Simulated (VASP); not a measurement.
Output of a VASP run:

OSZICAR:
```
...
RMM:   6    -0.257341763553E+03   -0.25667E-05   -0.27336E-05   438   0.103E-02
   3 F= -.25734176E+03 E0= -.25733989E+03  d E =-.470791E-01  mag=     1.0000
       N       E                     dE             d eps       ncg     rms          rms(c)
DAV:   1    -0.257341795742E+03   -0.34756E-04   -0.27785E-03   752   0.923E-02    0.234E-02
RMM:   2    -0.257341813714E+03   -0.17972E-04   -0.21202E-04   632   0.268E-02    0.719E-03
RMM:   3    -0.257341816408E+03   -0.26945E-05   -0.32191E-05   452   0.112E-02    0.429E-03
RMM:   4    -0.257341816626E+03   -0.21771E-06   -0.52467E-06   356   0.458E-03
   4 F= -.25734182E+03 E0= -.25733994E+03  d E =-.471321E-01  mag=     1.0000
       N       E                     dE             d eps       ncg     rms          rms(c)
DAV:   1    -0.257347691681E+03   -0.58753E-02   -0.14515E-01   678   0.710E-01    0.166E-01
RMM:   2    -0.257348453606E+03   -0.76192E-03   -0.10496E-02   646   0.190E-01    0.526E-02
RMM:   3    -0.257348615703E+03   -0.16210E-03   -0.18841E-03   685   0.805E-02    0.359E-02
RMM:   4    -0.257348608492E+03    0.72105E-05   -0.22227E-04   650   0.310E-02    0.170E-02
RMM:   5    -0.257348613227E+03   -0.47342E-05   -0.76517E-05   590   0.164E-02
   5 F= -.25734861E+03 E0= -.25734673E+03  d E =-.679660E-02  mag=     1.0000
       N       E                     dE             d eps       ncg     rms          rms(c)
DAV:   1    -0.257349762557E+03   -0.11541E-02   -0.15014E-01   712   0.722E-01    0.172E-01
RMM:   2    -0.257350573423E+03   -0.81087E-03   -0.11150E-02   646   0.195E-01    0.551E-02
RMM:   3    -0.257350753916E+03   -0.18049E-03   -0.20405E-03   689   0.830E-02    0.379E-02
RMM:   4    -0.257350746286E+03    0.76298E-05   -0.23596E-04   649   0.319E-02    0.177E-02
RMM:   5    -0.257350752170E+03   -0.58841E-05   -0.85450E-05   593   0.172E-02
   6 F= -.25735075E+03 E0= -.25734884E+03  d E =-.893554E-02  mag=     1.0000
       N       E                     dE             d eps       ncg     rms          rms(c)
DAV:   1    -0.257350764789E+03   -0.18502E-04   -0.11742E-03   752   0.637E-02    0.143E-02
RMM:   2    -0.257350768652E+03   -0.38633E-05   -0.62874E-05   558   0.150E-02    0.508E-03
RMM:   3    -0.257350768945E+03   -0.29255E-06   -0.90756E-06   365   0.596E-03    0.257E-03
RMM:   4    -0.257350768897E+03    0.47667E-07   -0.11362E-06   238   0.230E-03
   7 F= -.25735077E+03 E0= -.25734886E+03  d E =-.895227E-02  mag=     1.0000
       N       E                     dE             d eps       ncg     rms          rms(c)
DAV:   1    -0.257352037549E+03   -0.12686E-02   -0.56456E-02   696   0.444E-01    0.898E-02
RMM:   2    -0.257352348650E+03   -0.31110E-03   -0.38904E-03   645   0.115E-01    0.280E-02
RMM:   3    -0.257352408818E+03   -0.60168E-04   -0.65672E-04   684   0.483E-02    0.186E-02
RMM:   4    -0.257352407971E+03    0.84728E-06   -0.81603E-05   593   0.187E-02
   8 F= -.25735241E+03 E0= -.25735051E+03  d E =-.163907E-02  mag=     1.0000
       N       E                     dE             d eps       ncg     rms          rms(c)
DAV:   1    -0.257352547829E+03   -0.13901E-03   -0.22401E-02   696   0.280E-01    0.569E-02
RMM:   2    -0.257352673925E+03   -0.12610E-03   -0.15730E-03   646   0.737E-02    0.186E-02
RMM:   3    -0.257352701486E+03   -0.27561E-04   -0.28467E-04   689   0.315E-02    0.128E-02
RMM:   4    -0.257352701845E+03   -0.35984E-06   -0.34819E-05   451   0.121E-02
   9 F= -.25735270E+03 E0= -.25735080E+03  d E =-.193295E-02  mag=     1.0000
```

OUTCAR:
```
------------------------ aborting loop because EDIFF is reached ----------------------------------------
  FORCE on cell =-STRESS in cart. coord.  units (eV):
  Direction    XX          YY          ZZ          XY          YZ          ZX
  --------------------------------------------------------------------------------------
  Total       14.4338790     14.4488757     14.4492635     -0.0418102     -0.0498685     -0.0049750
  in kB       15.1177179     15.1334251     15.1338313     -0.0437910     -0.0522312     -0.0052107
  external PRESSURE =      15.1283248 kB  Pullay stress =       0.0000000 kB
  volume of cell :     1529.70
      direct lattice vectors                 reciprocal lattice vectors
    11.522210421  0.000000000  0.000000000     0.086788903  0.000000000  0.000000000
     0.000000000 11.522210421  0.000000000     0.000000000  0.086788903  0.000000000
     0.000000000  0.000000000 11.522210421     0.000000000  0.000000000  0.086788903
  FREE ENERGIE OF THE ION-ELECTRON SYSTEM (eV)
  ---------------------------------------------------
  free  energy   TOTEN  =      -257.3527018455 eV

  energy  without entropy=     -257.3489030824  energy(sigma->0) =     -257.35080246

 total charge

# of ion       s       p       d       tot
------------------------------------------
    1        1.073   1.134   0.125   2.332
    2        1.072   1.139   0.126   2.337
    3        1.072   1.139   0.126   2.337
    4        1.073   1.138   0.126   2.336
    5        1.073   1.134   0.125   2.332
    6        1.072   1.138   0.126   2.337
    7        1.073   1.132   0.125   2.330
    8        1.073   1.134   0.125   2.332
    9        1.067   1.131   0.128   2.326
   10        1.067   1.129   0.127   2.324
   11        1.072   1.139   0.126   2.337
   12        1.067   1.130   0.128   2.325
   13        1.073   1.132   0.125   2.330
   14        1.073   1.132   0.125   2.330
   15        1.073   1.138   0.126   2.337
   16        1.072   1.138   0.126   2.336
   17        1.072   1.138   0.126   2.337
   18        1.072   1.139   0.126   2.337
   19        1.073   1.132   0.125   2.330
   20        1.072   1.139   0.126   2.337
   21        1.067   1.130   0.128   2.325
   22        1.072   1.139   0.126   2.337
   23        1.073   1.138   0.126   2.336
   24        1.072   1.138   0.126   2.336
   25        1.072   1.139   0.126   2.337
   26        1.073   1.132   0.125   2.330
   27        1.072   1.139   0.126   2.337
   28        1.073   1.133   0.125   2.331
   29        1.073   1.133   0.125   2.331
   30        1.073   1.133   0.125   2.331
   31        1.073   1.133   0.125   2.331
   32        1.073   1.138   0.126   2.337
   33        1.208   1.590   0.024   2.821
   34        1.208   1.589   0.024   2.821
   35        1.208   1.589   0.024   2.821
   36        1.208   1.593   0.024   2.824
   37        1.208   1.589   0.024   2.821
   38        1.208   1.590   0.024   2.821
   39        1.208   1.592   0.024   2.824
   40        1.208   1.591   0.024   2.822
   41        1.208   1.590   0.024   2.822
   42        1.208   1.589   0.024   2.821
   43        1.208   1.591   0.024   2.822
   44        1.208   1.592   0.024   2.824
   45        1.208   1.592   0.024   2.824
   46        1.208   1.592   0.024   2.824
   47        1.207   1.591   0.024   2.822
   48        1.208   1.589   0.023   2.820
...
```
(Selected blocks of OUTCAR.)

**POSCAR**
```
Ga32As31P
1
   11.5222104212    -0.0000000000    -0.0000000000
   -0.0000000000    11.5222104212     0.0000000000
    0.0000000000     0.0000000000    11.5222104212
Ga As P
32 31 1
Direct
  0.5000000000   0.0000000000   0.0000000000
  0.7500000000   0.2500000000   0.0000000000
  0.7500000000   0.0000000000   0.2500000000
  0.0000000000   0.0000000000   0.0000000000
  0.2500000000   0.2500000000   0.0000000000
  0.5000000000   0.5000000000   0.0000000000
  0.7500000000   0.7500000000   0.0000000000
  0.2500000000   0.0000000000   0.2500000000
  0.5017910000   0.2543520000   0.2512100000
  0.7456170000   0.4962150000   0.2506040000
  0.5000000000   0.0000000000   0.5000000000
  0.7462370000   0.2480720000   0.4963340000
  0.7500000000   0.0000000000   0.7500000000
  0.0000000000   0.5000000000   0.0000000000
  0.2500000000   0.7500000000   0.0000000000
  0.0000000000   0.2500000000   0.2500000000
  0.2500000000   0.5000000000   0.2500000000
  0.5000000000   0.7500000000   0.2500000000
  0.0000000000   0.0000000000   0.5000000000
  0.2500000000   0.2500000000   0.5000000000
  0.4981490000   0.5003530000   0.4965860000
  0.7500000000   0.7500000000   0.5000000000
  0.2500000000   0.0000000000   0.7500000000
  0.5000000000   0.2500000000   0.7500000000
  0.7500000000   0.5000000000   0.7500000000
  0.0000000000   0.7500000000   0.2500000000
  0.0000000000   0.5000000000   0.5000000000
  0.2500000000   0.7500000000   0.5000000000
  0.0000000000   0.2500000000   0.7500000000
  0.2500000000   0.5000000000   0.7500000000
  0.5000000000   0.7500000000   0.7500000000
  0.0000000000   0.7500000000   0.7500000000
  0.6250000000   0.1250000000   0.1250000000
  0.8750000000   0.3750000000   0.1250000000
  0.8750000000   0.1250000000   0.3750000000
  0.1250000000   0.1250000000   0.1250000000
  0.3750000000   0.3750000000   0.1250000000
  0.6250000000   0.6250000000   0.1250000000
  0.8750000000   0.8750000000   0.1250000000
  0.3750000000   0.1250000000   0.3750000000
  0.8750000000   0.6250000000   0.3750000000
  0.6250000000   0.1250000000   0.6250000000
  0.8750000000   0.3750000000   0.6250000000
  0.8750000000   0.1250000000   0.8750000000
  0.1250000000   0.6250000000   0.1250000000
  0.3750000000   0.8750000000   0.1250000000
  0.1250000000   0.3750000000   0.3750000000
  0.3750000000   0.6250000000   0.3750000000
  0.6250000000   0.8750000000   0.3750000000
  0.1250000000   0.1250000000   0.6250000000
  0.3750000000   0.3750000000   0.6250000000
  0.6250000000   0.6250000000   0.6250000000
  0.8750000000   0.8750000000   0.6250000000
  0.3750000000   0.1250000000   0.8750000000
  0.6250000000   0.3750000000   0.8750000000
  0.8750000000   0.6250000000   0.8750000000
  0.1250000000   0.8750000000   0.3750000000
  0.1250000000   0.6250000000   0.6250000000
  0.3750000000   0.8750000000   0.6250000000
  0.1250000000   0.3750000000   0.8750000000
  0.3750000000   0.6250000000   0.8750000000
  0.6250000000   0.8750000000   0.8750000000
  0.1250000000   0.8750000000   0.8750000000
  0.6207370000   0.3718100000   0.3762860000
```

**Question.** Reconstruct the remaining input files.

**Answer.** Several could match; the one computed here: the input of the run itself, PBE GGA, plane waves, VASP's PBE PAW potentials (set 64).

**INCAR**
```
ALGO = Fast
EDIFF = 1E-5
EDIFFG = -0.03
ENCUT = 400
GGA = PE
IBRION = 2
ISIF = 2
ISMEAR = 0
ISPIN = 2
ISYM = 0
LASPH = T
LCHARG = F
LMAXMIX = 4
LORBIT = 10
LREAL = Auto
LWAVE = T
MAGMOM = 64*0.0156
NELECT = 257.0
NELM = 100
NELMIN = 4
NSW = 60
NUPDOWN = 1
PREC = Normal
SIGMA = 0.05
SYSTEM = Ga32As31P
```

KPOINTS:
```
Automatic mesh
0
gamma
1 1 1
0 0 0
```

POTCAR, in this order: Ga As P (PBE.64 set). Program: vasp_gam.

The cell is charged, with a uniform compensating background. The supercell is sampled at Γ alone, which is coarse: total energies, pressure and levels can be off, energies of defects by several tenths of an eV.

The cell is a supercell with a defect, built from GaAs (zinc blende): P_As, charge -1.
